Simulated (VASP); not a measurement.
Runs of VASP 6.6.1 on C. The cell holds a slab with vacuum, 4 atoms: a = 2.467 Å, b = 2.467 Å, c = 21.902 Å, α = 90.00°, β = 90.00°, γ = 120.00°. 

```tsv
task	level	potentials or basis	cell	k mesh	cutoff (eV)	grid for exact exchange (PRECFOCK)	exchange at q = 0	dipole correction	screening parameter	gap on the mesh (eV)	largest force (eV/Å)	work function (eV)
relaxation of cell and atoms	LDA	VASP PAW LDA potentials, release 64 (C)	relaxed	15 × 15 × 1	600	-	-	-	-	none	-	-
band structure	PBE0	VASP PAW PBE potentials, release 64 (C)	P-3m1, 28.83 Å³/atom	9 × 9 × 1	520	Fast	truncated	yes	-	0.52	0.04	-
band structure	LDA	VASP PAW LDA potentials, release 64 (C)	P-3m1, 28.83 Å³/atom	15 × 15 × 1	520	-	-	yes	-	-	(b)	4.58
band structure	r2SCAN	VASP PAW PBE potentials, release 64 (C)	P-3m1, 28.83 Å³/atom	15 × 15 × 1	520	-	-	yes	-	-	(a)	4.34
band structure	HSE06	VASP PAW PBE potentials, release 64 (C)	P-3m1, 28.83 Å³/atom	9 × 9 × 1	520	Fast	-	yes	0.2 1/A	-	0.04	4.34
```

Alike in all rows: no spin polarisation; smearing gaussian 0.03 eV.

Problem. Fill in the values left out.

Solution. (a) 0.02; (b) 0.01.

Caveats: the PAW data sets were made with another functional, which shifts forces and pressure a little (some runs).

A gap of «none» marks a metal or a gap under the smearing width.

Runs at the PBE level aren't shown here.
